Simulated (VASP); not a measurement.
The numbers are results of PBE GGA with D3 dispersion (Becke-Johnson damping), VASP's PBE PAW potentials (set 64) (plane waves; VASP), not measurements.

Input for VASP

**INCAR**
```
# general
SYSTEM   =  Ru
PREC     =  Accurate
ENCUT    =  520   # plane-wave cut-off (eV)
LREAL    =  .FALSE.   # projection in real space or not
LASPH    =  .TRUE.   # aspherical one-centre terms

# electronic loop
EDIFF    =  1E-7
NELM     =  100
ALGO     =  Normal   # blocked Davidson
LMAXMIX  =  4   # l cut-off of mixed one-centre charges

# smearing
ISMEAR   =  1   # Methfessel-Paxton
SIGMA    =  0.1   # width (eV)

# functional
GGA      =  PE   # PBE
IVDW     =  12

# ions
IBRION   =  2   # conjugate gradients
NSW      =  30   # most ionic steps
ISIF     =  4
EDIFFG   =  -0.01   # ionic stop

# output
LWAVE    =  .FALSE.
LCHARG   =  .FALSE.
```

KPOINTS:
```
kpoints
0
Gamma
15 15 9
0 0 0
```

**POSCAR**
```
Ru
1
    1.3360991673    -2.3141917941     0.0000000000
    1.3360991673     2.3141917941     0.0000000000
    0.0000000000     0.0000000000     4.2167795438
Ru
2
Direct
  0.3333330000   0.6666670000   0.2500000000
  0.6666670000   0.3333330000   0.7500000000
```

POTCAR, in this order: Ru_pv (PBE.64 set). Program: vasp_std.

The run wrote:

### OSZICAR
```
       N       E                     dE             d eps       ncg     rms          rms(c)
DAV:   1     0.286353135884E+03    0.28635E+03   -0.18181E+04  4860   0.175E+03
DAV:   2    -0.130103445667E+02   -0.29936E+03   -0.29344E+03  5172   0.497E+02
DAV:   3    -0.196206496250E+02   -0.66103E+01   -0.64497E+01  5062   0.793E+01
DAV:   4    -0.196844699551E+02   -0.63820E-01   -0.63769E-01  5922   0.707E+00
DAV:   5    -0.196854751703E+02   -0.10052E-02   -0.10052E-02  5280   0.796E-01    0.196E+01
DAV:   6    -0.184934033579E+02    0.11921E+01   -0.30810E+00  4914   0.186E+01    0.569E+00
DAV:   7    -0.183977625386E+02    0.95641E-01   -0.29417E-01  4992   0.528E+00    0.126E+00
DAV:   8    -0.183889401223E+02    0.88224E-02   -0.85279E-03  4972   0.111E+00    0.780E-02
DAV:   9    -0.183890367318E+02   -0.96609E-04   -0.40480E-04  6514   0.197E-01    0.507E-02
DAV:  10    -0.183890467540E+02   -0.10022E-04   -0.17079E-05  5118   0.435E-02    0.477E-03
DAV:  11    -0.183890491016E+02   -0.23476E-05   -0.19048E-06  5328   0.147E-02    0.348E-03
DAV:  12    -0.183890484114E+02    0.69018E-06   -0.82026E-08  2806   0.320E-03    0.578E-04
DAV:  13    -0.183890484416E+02   -0.30187E-07   -0.90446E-09  2538   0.813E-04
   1 F= -.19690946E+02 E0= -.19690389E+02  d E =-.196909E+02
       N       E                     dE             d eps       ncg     rms          rms(c)
DAV:   1    -0.184092425244E+02   -0.20194E-01   -0.78373E-01  4912   0.775E+00    0.858E-01
DAV:   2    -0.183926183574E+02    0.16624E-01   -0.23158E-02  4904   0.146E+00    0.362E-01
DAV:   3    -0.183891035630E+02    0.35148E-02   -0.11642E-02  5834   0.767E-01    0.789E-02
DAV:   4    -0.183891174017E+02   -0.13839E-04   -0.33799E-04  5744   0.215E-01    0.533E-02
DAV:   5    -0.183891222944E+02   -0.48927E-05   -0.29982E-05  6628   0.431E-02    0.221E-02
DAV:   6    -0.183891217273E+02    0.56710E-06   -0.51185E-06  5088   0.276E-02    0.218E-03
DAV:   7    -0.183891217497E+02   -0.22390E-07   -0.20534E-07  3458   0.475E-03
   2 F= -.19691001E+02 E0= -.19690710E+02  d E =-.553710E-04
       N       E                     dE             d eps       ncg     rms          rms(c)
DAV:   1    -0.183944260074E+02   -0.53043E-02   -0.18333E-01  4908   0.375E+00    0.415E-01
DAV:   2    -0.183905466677E+02    0.38793E-02   -0.53665E-03  4906   0.719E-01    0.176E-01
DAV:   3    -0.183897234499E+02    0.82322E-03   -0.27705E-03  5856   0.377E-01    0.388E-02
DAV:   4    -0.183897270262E+02   -0.35763E-05   -0.82116E-05  5748   0.107E-01    0.261E-02
DAV:   5    -0.183897282950E+02   -0.12688E-05   -0.73482E-06  6652   0.199E-02    0.122E-02
DAV:   6    -0.183897276536E+02    0.64141E-06   -0.18521E-06  4990   0.163E-02    0.143E-03
DAV:   7    -0.183897276363E+02    0.17250E-07   -0.65399E-08  2582   0.277E-03
   3 F= -.19691616E+02 E0= -.19691186E+02  d E =-.670534E-03
```

**OUTCAR**
```
------------------------ aborting loop because EDIFF is reached ----------------------------------------
 Edisp (eV)   -1.30189
  FORCE on cell =-STRESS in cart. coord.  units (eV):
  Direction    XX          YY          ZZ          XY          YZ          ZX
  --------------------------------------------------------------------------------------
  Total       1.76898     1.76898     1.76958     0.00000    -0.00000     0.00000
  in kB     108.68879   108.68881   108.72585     0.00000    -0.00000     0.00000
  external pressure =      108.70 kB  Pullay stress =        0.00 kB
  volume of cell :       26.08
      direct lattice vectors                 reciprocal lattice vectors
     1.333882933 -2.310353170 -0.000000000     0.374845489 -0.216417129 -0.000000000
     1.333882933  2.310353170  0.000000000     0.374845489  0.216417129  0.000000000
     0.000000000 -0.000000000  4.230803453     0.000000000 -0.000000000  0.236361724
 POSITION                                       TOTAL-FORCE (eV/Angst)
 -----------------------------------------------------------------------------------
      1.33388      0.77012      1.05770         0.000000      0.000000      0.000000
      1.33388     -0.77012      3.17310         0.000000     -0.000000      0.000000
 -----------------------------------------------------------------------------------
    total drift:                                0.000011      0.000489     -0.000045
  FREE ENERGIE OF THE ION-ELECTRON SYSTEM (eV)
  ---------------------------------------------------
  free  energy   TOTEN  =       -19.6916161132 eV

  energy  without entropy=      -19.6903271546  energy(sigma->0) =      -19.69118646

 reached required accuracy - stopping structural energy minimisation
```
(Selected blocks of OUTCAR.)

### CONTCAR
```
Ru
   1.00000000000000
     1.3338829331647977   -2.3103531699756235   -0.0000000000000000
     1.3338829331647977    2.3103531699756235    0.0000000000000000
     0.0000000000000000   -0.0000000000000000    4.2308034532762164
  Ru
     2
Direct
     0.3333330000000032    0.6666669999999968    0.2500000000000000
     0.6666669999999968    0.3333330000000032    0.7500000000000000
```

File OUTCAR:
```
 val. band max:       13.5682782800   @ k =   0.2667   0.0000   0.3333

 cond. band min:      13.5991714363   @ k =   0.4667   0.0667   0.3333


 Fermi energy:        13.5706009024

 k-point     1 :       0.0000    0.0000    0.0000
  band No.  band energies     occupation
      1     -30.2142      2.00000
      2     -29.1549      2.00000
      3     -29.1549      2.00000
      4     -28.9645      2.00000
      5     -28.9645      2.00000
      6     -28.9150      2.00000
      7       5.3639      2.00000
      8       7.0691      2.00000
      9      10.8313      2.00000
     10      10.8313      2.00000
     11      11.0024      2.00000
     12      11.5537      2.00000
     13      11.5537      2.00000
     14      12.1361      2.00000
     15      12.1361      2.00000
     16      14.8490     -0.00000
     17      14.8491     -0.00000
     18      14.9146     -0.00000

 k-point     2 :       0.0667    0.0000    0.0000
  band No.  band energies     occupation
      1     -30.1969      2.00000
      2     -29.1924      2.00000
      3     -29.1675      2.00000
      4     -29.0036      2.00000
      5     -28.9696      2.00000
      6     -28.9229      2.00000
      7       5.5366      2.00000
      8       7.2024      2.00000
      9      10.4996      2.00000
     10      10.9731      2.00000
     11      11.2897      2.00000
     12      11.4784      2.00000
     13      11.6848      2.00000
     14      11.9570      2.00000
     15      12.0270      2.00000
     16      13.5160      1.78815
     17      14.9176     -0.00000
     18      16.4836      0.00000

 k-point     3 :       0.1333    0.0000    0.0000
  band No.  band energies     occupation
      1     -30.1465      2.00000
      2     -29.2983      2.00000
      3     -29.2022      2.00000
      4     -29.1124      2.00000
      5     -28.9845      2.00000
      6     -28.9466      2.00000
      7       6.0247      2.00000
      8       7.5481      2.00000
      9      10.0594      2.00000
...
```

The compound is Ru in the hcp structure. This cell is one point of a volume scan, at 0.97 of the reference volume. Symmetry was kept, so distortions that lower it aren't found.
